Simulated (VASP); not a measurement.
# Mg2C in VASP: one cell, several levels of theory

Aim: gap, levels, forces and stress of Mg2C built on the antifluorite prototype, under +4.0 % strain along z alone at fixed geometry. Runs: PBE, r2SCAN. The results are then set beside those of Ansatz 0.2.0 for the same cell. This is a trial cell built on a prototype, not taken from a measured structure, and it needn't be the compound's ground state.

The runs shown are made with VASP 6.6.1. PAW datasets, plane waves. No spin polarisation. The prototype was imposed, so other structures may be more stable.

### 1 The structure to begin with

The cell comes from an earlier relaxation with r2SCAN in another program, then strained, with the atoms relaxed again.

It is tetragonal, I4/mmm (No. 139); conventional cell a = 3.834 Å, c = 5.639 Å, 13.81 Å³ an atom. Around C lie 8 Mg at 2.38 Å; around Mg lie 4 C at 2.38 Å and 4 Mg at 2.71 Å.

Coordinates:

```
CELL_PARAMETERS angstrom
0.00000 2.71094 2.81938
2.71094 0.00000 2.81938
2.71094 2.71094 0.00000
ATOMIC_POSITIONS crystal
C 0.00000 0.00000 0.00000
Mg 0.25000 0.25000 0.25000
Mg 0.75000 0.75000 0.75000
```

### 2 PBE at this geometry

Contents of INCAR:

```
ENCUT = 520.000000
SIGMA = 0.020000
EDIFF = 1.00e-07
GGA = PE
PREC = Accurate
IBRION = -1
ISIF = 2
ISMEAR = -1
NBANDS = 11
NELM = 120
NSW = 0
LASPH = .TRUE.
LCHARG = .FALSE.
LWAVE = .FALSE.
LREAL = .FALSE.
```

Contents of KPOINTS:

```
KPOINTS created by Atomic Simulation Environment
0
Gamma
8 8 8
0 0 0
```

Contents of KPOINTS_OPT:

```
special points
7
Reciprocal
0.0000000000 0.0000000000 0.0000000000 1
0.5000000000 0.0000000000 0.5000000000 1
0.6250000000 0.2500000000 0.6250000000 1
0.3750000000 0.3750000000 0.7500000000 1
0.5000000000 0.5000000000 0.5000000000 1
0.5000000000 0.2500000000 0.7500000000 1
0.0375000000 0.0375000000 0.0750000000 1
```

Contents of POSCAR:

```
C  Mg
 1.0000000000000000
     0.0000000000000000    2.7109426081999999    2.8193803124999999
     2.7109426081999999    0.0000000000000000    2.8193803124999999
     2.7109426081999999    2.7109426081999999    0.0000000000000000
 C   Mg
   1   2
Cartesian
  0.0000000000000000  0.0000000000000000  0.0000000000000000
  1.3554713040999999  1.3554713040999999  1.4096901562499999
  4.0664139123000007  4.0664139123000007  4.2290704687500007
```

Potentials: the recommended PBE PAW datasets, 8 valence electrons in the neutral cell.

OSZICAR:

```text
N       E                     dE             d eps       ncg     rms          rms(c)
DAV:   1     0.728065852941E+01    0.72807E+01   -0.31517E+03  1298   0.597E+02
DAV:   2    -0.122611026878E+02   -0.19542E+02   -0.18478E+02  1685   0.813E+01
DAV:   3    -0.137232058334E+02   -0.14621E+01   -0.14569E+01  1572   0.207E+01
DAV:   4    -0.137342300591E+02   -0.11024E-01   -0.11023E-01  1493   0.222E+00
DAV:   5    -0.137342909762E+02   -0.60917E-04   -0.60917E-04  1535   0.168E-01    0.693E+00
DAV:   6    -0.114859027615E+02    0.22484E+01   -0.14613E+01  1496   0.138E+01    0.217E+00
DAV:   7    -0.114666464910E+02    0.19256E-01   -0.19014E-01  1415   0.264E+00    0.143E+00
DAV:   8    -0.114496751857E+02    0.16971E-01   -0.72260E-02  1343   0.200E+00    0.703E-01
DAV:   9    -0.114459096928E+02    0.37655E-02   -0.51025E-03  1490   0.365E-01    0.401E-01
DAV:  10    -0.114448966371E+02    0.10131E-02   -0.39023E-03  1421   0.300E-01    0.161E-02
DAV:  11    -0.114449041837E+02   -0.75466E-05   -0.37055E-05  1484   0.411E-02    0.114E-02
DAV:  12    -0.114449053652E+02   -0.11815E-05   -0.17605E-06  1550   0.707E-03    0.690E-03
DAV:  13    -0.114449047671E+02    0.59810E-06   -0.28804E-06  1478   0.664E-03    0.450E-04
DAV:  14    -0.114449047892E+02   -0.22060E-07   -0.76866E-08   875   0.190E-03
   1 F= -.11444905E+02 E0= -.11444905E+02  d E =-.116537E-08
       N       E                     dE             ncg
DAV:   1     0.101349176693E+04   -0.14777E+04      154
DAV:   2     0.887940786953E+03   -0.12555E+03      207
DAV:   3     0.880658931501E+03   -0.72819E+01      190
DAV:   4     0.880606552347E+03   -0.52379E-01      189
DAV:   5     0.880606168457E+03   -0.38389E-03      187
DAV:   6     0.880606164147E+03   -0.43102E-05      200
DAV:   7     0.880606164109E+03   -0.38061E-07      178
```

The lines after F= are the extra pass for the points of KPOINTS_OPT, at fixed density; their E is not a total energy.

From OUTCAR:

```text
k-points           NKPTS =     59   k-points in BZ     NKDIM =     59   number of bands    NBANDS=     11

   NELECT =       8.0000    total number of electrons

   dimension x,y,z NGX =    30 NGY =   30 NGZ =   30
   dimension x,y,z NGXF=    60 NGYF=   60 NGZF=   60

  energy-cutoff  :      520.00
  volume of cell :       41.44
      direct lattice vectors                 reciprocal lattice vectors
     0.000000000  2.710942608  2.819380312    -0.184437693  0.184437693  0.177343935
     2.710942608  0.000000000  2.819380312     0.184437693 -0.184437693  0.177343935
     2.710942608  2.710942608  0.000000000     0.184437693  0.184437693 -0.177343935

 k-points in reciprocal lattice and weights: KPOINTS created by Atomic Simulation Env
   0.00000000  0.00000000  0.00000000       0.002
   0.12500000 -0.00000000  0.00000000       0.016
   0.25000000 -0.00000000  0.00000000       0.016
   0.37500000 -0.00000000  0.00000000       0.016
   0.50000000 -0.00000000  0.00000000       0.008
   0.12500000  0.12500000  0.00000000       0.004
   0.25000000  0.12500000  0.00000000       0.016
   0.37500000  0.12500000  0.00000000       0.016
[... 51 more k-points ...]

 E-fermi :   3.9246

 k-point     1 :       0.0000    0.0000    0.0000
  band No.  band energies     occupation
      1      -7.0086      2.00000
      2       3.4255      2.00000
      3       3.5991      2.00000
      4       3.5991      2.00000
      5       4.7783      0.00000
      6       9.8177      0.00000
      7       9.8177      0.00000
      8      10.1272      0.00000
      9      12.6700      0.00000
     10      13.1690      0.00000
     11      13.3838      0.00000

 k-point     2 :       0.1250   -0.0000    0.0000
  band No.  band energies     occupation
      1      -6.8507      2.00000
      2       2.3647      2.00000
      3       3.3990      2.00000
      4       3.5379      2.00000
      5       5.7044      0.00000
      6       9.6745      0.00000
      7      10.0188      0.00000
      8      10.2305      0.00000
      9      11.6793      0.00000
     10      12.2760      0.00000
     11      13.6277      0.00000

 k-point     3 :       0.2500   -0.0000    0.0000
  band No.  band energies     occupation
      1      -6.4138      2.00000
      2       0.7741      2.00000
      3       3.2079      2.00000
      4       3.4059      2.00000
      5       6.4681      0.00000
      6       9.3565      0.00000
      7       9.8954      0.00000
      8       9.9657      0.00000
      9      12.1113      0.00000
     10      12.1281      0.00000
     11      13.3783      0.00000

 k-point     4 :       0.3750   -0.0000    0.0000
  band No.  band energies     occupation
      1      -5.8504      2.00000
      2      -0.5476      2.00000
      3       3.0426      2.00000
      4       3.2923      2.00000
      5       6.6466      0.00000
      6       9.0150      0.00000
      7       9.4455      0.00000
      8       9.4801      0.00000
      9      13.3876      0.00000
     10      13.4593      0.00000
     11      14.0656      0.00000

 k-point     5 :       0.5000   -0.0000    0.0000
  band No.  band energies     occupation
      1      -5.5488      2.00000
      2      -1.1114      2.00000
      3       2.9799      2.00000
      4       3.2497      2.00000
      5       6.6435      0.00000
      6       8.8861      0.00000
      7       9.2227      0.00000
      8       9.2945      0.00000
      9      14.2253      0.00000
     10      14.5091      0.00000
     11      15.0451      0.00000

 k-point     6 :       0.1250    0.1250    0.0000
  band No.  band energies     occupation
      1      -6.8081      2.00000
      2       2.3031      2.00000
      3       3.3281      2.00000
      4       3.3281      2.00000
      5       5.9616      0.00000
      6       9.6576      0.00000
      7      10.0970      0.00000
      8      10.2836      0.00000
      9      10.2836      0.00000
     10      13.6585      0.00000
     11      14.8144      0.00000

 k-point     7 :       0.2500    0.1250    0.0000
  band No.  band energies     occupation
      1      -6.4723      2.00000
      2       1.1911      2.00000
      3       3.0580      2.00000
      4       3.1089      2.00000
      5       6.6559      0.00000
      6       8.9345      0.00000
      7       9.5269      0.00000
      8      10.5626      0.00000
      9      11.1392      0.00000
     10      13.3600      0.00000
     11      14.4969      0.00000

[... the tables of k-points 8 to 59 left out ...]

  Total        0.4819476      0.4819476     -2.2892033      0.0000000      0.0000000     -0.0000000
  in kB       18.6331404     18.6331404    -88.5055763      0.0000000      0.0000000     -0.0000000
  external PRESSURE =     -17.0797652 kB  Pullay stress =       0.0000000 kB

 POSITION                                       TOTAL-FORCE (eV/Angst)
 -----------------------------------------------------------------------------------
      0.00000      0.00000      0.00000         0.000000      0.000000     -0.000000
      1.35547      1.35547      1.40969        -0.000000     -0.000000     -0.000000
      4.06641      4.06641      4.22907         0.000000      0.000000      0.000000
 -----------------------------------------------------------------------------------
    total drift:                                0.000000     -0.000000     -0.000000

  FREE ENERGIE OF THE ION-ELECTRON SYSTEM (eV)
  ---------------------------------------------------
  free  energy   TOTEN  =       -11.4449047892 eV

  energy  without entropy=      -11.4449047880  energy(sigma->0) =      -11.44490479
```

The levels at the points of KPOINTS_OPT are read from vasprun.xml.

Levels at the named points, in eV from the top of band v (v: the last filled band by count, c: the next):

| point | v−1 | v | c | c+1 |
| --- | --- | --- | --- | --- |
| Γ | 0.00 | 0.00 | 1.18 | 6.22 |
| X | -1.70 | -1.60 | 0.63 | 3.67 |
| U | -3.17 | -1.34 | 1.93 | 5.22 |
| K | -3.09 | -1.09 | 2.19 | 5.70 |
| L | -0.62 | -0.35 | 3.04 | 5.28 |
| W | -2.94 | -2.43 | 3.18 | 6.16 |

The PBE gap is 0.63 eV and indirect ((0.04, 0.04, 0.07) to X), with 1.18 eV as the least direct one. Pressure: -1.71 GPa; the forces vanish within 0.01 eV/Å.

### 3 r2SCAN at this geometry

Contents of INCAR:

```
ENCUT = 520.000000
SIGMA = 0.010000
EDIFF = 1.00e-07
ALGO = Normal
METAGGA = R2SCAN
PREC = Accurate
IBRION = -1
ISIF = 2
ISMEAR = 0
NBANDS = 11
NELM = 120
NSW = 0
LASPH = .TRUE.
LCHARG = .FALSE.
LWAVE = .FALSE.
LREAL = .FALSE.
```

KPOINTS is that of step 2.

KPOINTS_OPT is that of step 2.

POSCAR is that of step 2.

OSZICAR:

```text
N       E                     dE             d eps       ncg     rms          rms(c)
DAV:   1     0.788515708338E+00    0.78852E+00   -0.32781E+03  1298   0.621E+02
DAV:   2    -0.194109578305E+02   -0.20199E+02   -0.19133E+02  1688   0.848E+01
DAV:   3    -0.208876305681E+02   -0.14767E+01   -0.14717E+01  1572   0.213E+01
DAV:   4    -0.208992140667E+02   -0.11583E-01   -0.11582E-01  1499   0.235E+00
DAV:   5    -0.208992870478E+02   -0.72981E-04   -0.72980E-04  1541   0.189E-01    0.667E+00
DAV:   6    -0.176467474537E+02    0.32525E+01   -0.12322E+01  1526   0.133E+01    0.225E+00
DAV:   7    -0.177316246598E+02   -0.84877E-01   -0.22245E-01  1445   0.299E+00    0.153E+00
DAV:   8    -0.177479382175E+02   -0.16314E-01   -0.52449E-02  1328   0.180E+00    0.486E-01
DAV:   9    -0.177469120239E+02    0.10262E-02   -0.15965E-03  1573   0.299E-01    0.105E-01
DAV:  10    -0.177472294485E+02   -0.31742E-03   -0.10766E-03  1358   0.243E-01    0.776E-02
DAV:  11    -0.177471483986E+02    0.81050E-04   -0.38737E-04  1505   0.768E-02    0.631E-03
DAV:  12    -0.177471498415E+02   -0.14429E-05   -0.16581E-05  1412   0.273E-02    0.420E-03
DAV:  13    -0.177471493053E+02    0.53617E-06   -0.33131E-06  1487   0.888E-03    0.577E-04
DAV:  14    -0.177471492564E+02    0.48914E-07   -0.15207E-07  1400   0.314E-03
   1 F= -.17747149E+02 E0= -.17747149E+02  d E =-.161315E-11
       N       E                     dE             ncg
DAV:   1     0.100809843261E+04   -0.14830E+04      154
DAV:   2     0.872672769700E+03   -0.13543E+03      207
DAV:   3     0.865133633910E+03   -0.75391E+01      187
DAV:   4     0.865079359997E+03   -0.54274E-01      192
DAV:   5     0.865078941409E+03   -0.41859E-03      187
DAV:   6     0.865078936218E+03   -0.51918E-05      189
DAV:   7     0.865078936141E+03   -0.76845E-07      181
```

OUTCAR, selected sections:

```text
k-points           NKPTS =     59   k-points in BZ     NKDIM =     59   number of bands    NBANDS=     11

   NELECT =       8.0000    total number of electrons

   dimension x,y,z NGX =    30 NGY =   30 NGZ =   30
   dimension x,y,z NGXF=    60 NGYF=   60 NGZF=   60

  energy-cutoff  :      520.00
  volume of cell :       41.44
      direct lattice vectors                 reciprocal lattice vectors
     0.000000000  2.710942608  2.819380312    -0.184437693  0.184437693  0.177343935
     2.710942608  0.000000000  2.819380312     0.184437693 -0.184437693  0.177343935
     2.710942608  2.710942608  0.000000000     0.184437693  0.184437693 -0.177343935

 k-points in reciprocal lattice and weights: KPOINTS created by Atomic Simulation Env
   0.00000000  0.00000000  0.00000000       0.002
   0.12500000 -0.00000000  0.00000000       0.016
   0.25000000 -0.00000000  0.00000000       0.016
   0.37500000 -0.00000000  0.00000000       0.016
   0.50000000 -0.00000000  0.00000000       0.008
   0.12500000  0.12500000  0.00000000       0.004
   0.25000000  0.12500000  0.00000000       0.016
   0.37500000  0.12500000  0.00000000       0.016
[... 51 more k-points ...]

 E-fermi :   3.5366

 k-point     1 :       0.0000    0.0000    0.0000
  band No.  band energies     occupation
      1      -7.7097      2.00000
      2       3.3156      2.00000
      3       3.4961      2.00000
      4       3.4961      2.00000
      5       5.1152      0.00000
      6      10.2810      0.00000
      7      10.2810      0.00000
      8      10.6066      0.00000
      9      13.0881      0.00000
     10      13.8360      0.00000
     11      13.8908      0.00000

 k-point     2 :       0.1250   -0.0000    0.0000
  band No.  band energies     occupation
      1      -7.5502      2.00000
      2       2.2809      2.00000
      3       3.2897      2.00000
      4       3.4341      2.00000
      5       6.0250      0.00000
      6      10.1746      0.00000
      7      10.4933      0.00000
      8      10.7217      0.00000
      9      12.1542      0.00000
     10      12.7613      0.00000
     11      14.3666      0.00000

 k-point     3 :       0.2500   -0.0000    0.0000
  band No.  band energies     occupation
      1      -7.1121      2.00000
      2       0.6352      2.00000
      3       3.0919      2.00000
      4       3.2996      2.00000
      5       6.8553      0.00000
      6       9.8545      0.00000
      7      10.4000      0.00000
      8      10.4098      0.00000
      9      12.6583      0.00000
     10      12.6687      0.00000
     11      14.1614      0.00000

 k-point     4 :       0.3750   -0.0000    0.0000
  band No.  band energies     occupation
      1      -6.5565      2.00000
      2      -0.7207      2.00000
      3       2.9203      2.00000
      4       3.1831      2.00000
      5       7.0776      0.00000
      6       9.4272      0.00000
      7       9.8443      0.00000
      8      10.0636      0.00000
      9      14.0441      0.00000
     10      14.1963      0.00000
     11      14.9071      0.00000

 k-point     5 :       0.5000   -0.0000    0.0000
  band No.  band energies     occupation
      1      -6.2662      2.00000
      2      -1.2877      2.00000
      3       2.8549      2.00000
      4       3.1392      2.00000
      5       7.0864      0.00000
      6       9.2656      0.00000
      7       9.6072      0.00000
      8       9.9045      0.00000
      9      15.1773      0.00000
     10      15.3245      0.00000
     11      15.9405      0.00000

 k-point     6 :       0.1250    0.1250    0.0000
  band No.  band energies     occupation
      1      -7.5073      2.00000
      2       2.2239      2.00000
      3       3.2183      2.00000
      4       3.2183      2.00000
      5       6.2854      0.00000
      6      10.1595      0.00000
      7      10.5410      0.00000
      8      10.7827      0.00000
      9      10.7827      0.00000
     10      14.1309      0.00000
     11      15.5892      0.00000

 k-point     7 :       0.2500    0.1250    0.0000
  band No.  band energies     occupation
      1      -7.1700      2.00000
      2       1.0684      2.00000
      3       2.9485      2.00000
      4       2.9931      2.00000
      5       7.0255      0.00000
      6       9.3645      0.00000
      7      10.0567      0.00000
      8      11.0749      0.00000
      9      11.6874      0.00000
     10      13.9033      0.00000
     11      15.2721      0.00000

[... the tables of k-points 8 to 59 left out ...]

  Total       -0.0253118     -0.0253118     -2.9752608      0.0000000     -0.0000000      0.0000000
  in kB       -0.9786074     -0.9786074   -115.0300520      0.0000000     -0.0000000      0.0000000
  external PRESSURE =     -38.9957556 kB  Pullay stress =       0.0000000 kB

 POSITION                                       TOTAL-FORCE (eV/Angst)
 -----------------------------------------------------------------------------------
      0.00000      0.00000      0.00000         0.000000     -0.000000      0.000000
      1.35547      1.35547      1.40969        -0.000000     -0.000000      0.000000
      4.06641      4.06641      4.22907         0.000000      0.000000     -0.000000
 -----------------------------------------------------------------------------------
    total drift:                                0.000000     -0.000000     -0.000000

  FREE ENERGIE OF THE ION-ELECTRON SYSTEM (eV)
  ---------------------------------------------------
  free  energy   TOTEN  =       -17.7471492564 eV

  energy  without entropy=      -17.7471492564  energy(sigma->0) =      -17.74714926
```

The levels at the points of KPOINTS_OPT are read from vasprun.xml.

Band energies at the special points (eV, zero at the top of v, the last band that the electrons fill by count):

| point | v−1 | v | c | c+1 |
| --- | --- | --- | --- | --- |
| Γ | 0.00 | 0.00 | 1.62 | 6.78 |
| X | -1.76 | -1.66 | 0.99 | 4.28 |
| U | -3.21 | -1.38 | 2.35 | 5.86 |
| K | -3.12 | -1.13 | 2.61 | 6.36 |
| L | -0.64 | -0.36 | 3.59 | 5.77 |
| W | -2.98 | -2.45 | 3.62 | 6.72 |

Gap with r2SCAN: 0.99 eV, valence top at (0.04, 0.04, 0.07), conduction bottom at X. Least direct gap: 1.62 eV. The pressure is -3.90 GPa; the forces vanish within 0.01 eV/Å.

### 4 What came out

| level | gap (eV) | pressure (GPa) | Ansatz: gap (eV) | Ansatz: pressure (GPa) |
| --- | --- | --- | --- | --- |
| PBE | 0.63 | -1.71 | 0.64 | -1.53 |
| r2SCAN | 0.99 | -3.90 | 1.00 | -3.48 |

In words: The gap runs from 0.63 eV (PBE) to 0.99 eV (r2SCAN). At this one volume the pressure spans -3.9 GPa (r2SCAN) to -1.7 GPa (PBE): PBE wants the largest cell and r2SCAN the smallest. The two programs agree on the gap within 0.02 eV, far less than the spread between functionals. Each program uses its own PAW datasets and cutoff. VASP's cell holds 8 valence electrons and Ansatz's 24.
